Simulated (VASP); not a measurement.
Data:

```
CELL_PARAMETERS angstrom
      0.00000     2.97140     2.97140
      2.97140     0.00000     2.97140
      2.97140     2.97140     0.00000
ATOMIC_POSITIONS crystal
  Al 0.25000 0.25000 0.25000
  Al 0.75000 0.75000 0.75000
  Pt 0.00000 0.00000 0.00000
```

These are PBE GGA, VASP's PBE PAW potentials (set 64) (plane waves; VASP) values and carry that method's errors. Numerical set-up: 400 eV cut-off, Gaussian smearing of 0.050 eV, potentials Al Pt.

Question: Give the energies of bands 1 to 11 at the high-symmetry points, in eV from the Fermi level.

Answer: 
```json
[
 {"band": "1", "Γ": "-10.12", "X": "-6.18", "U": "-6.39", "L": "-7.82", "W": "-5.95"},
 {"band": "2", "Γ": "-4.98", "X": "-6.01", "U": "-5.87", "L": "-6.05", "W": "-5.95"},
 {"band": "3", "Γ": "-4.98", "X": "-5.79", "U": "-5.49", "L": "-4.66", "W": "-5.34"},
 {"band": "4", "Γ": "-4.98", "X": "-3.73", "U": "-4.25", "L": "-4.66", "W": "-5.00"},
 {"band": "5", "Γ": "-3.64", "X": "-3.73", "U": "-3.91", "L": "-3.67", "W": "-3.73"},
 {"band": "6", "Γ": "-3.64", "X": "-3.38", "U": "-3.59", "L": "-3.42", "W": "-3.22"},
 {"band": "7", "Γ": "2.82", "X": "-3.16", "U": "-3.02", "L": "-3.42", "W": "-2.76"},
 {"band": "8", "Γ": "3.80", "X": "-1.58", "U": "-1.99", "L": "1.01", "W": "-2.76"},
 {"band": "9", "Γ": "3.80", "X": "-1.58", "U": "-0.61", "L": "1.01", "W": "-0.89"},
 {"band": "10", "Γ": "3.80", "X": "3.02", "U": "3.23", "L": "3.73", "W": "5.12"},
 {"band": "11", "Γ": "5.31", "X": "3.35", "U": "5.35", "L": "5.07", "W": "5.12"}
]
```

It has no gap at this level: it comes out as a metal or semimetal.

The compound is PtAl2 in the fluorite structure. It was relaxed first.
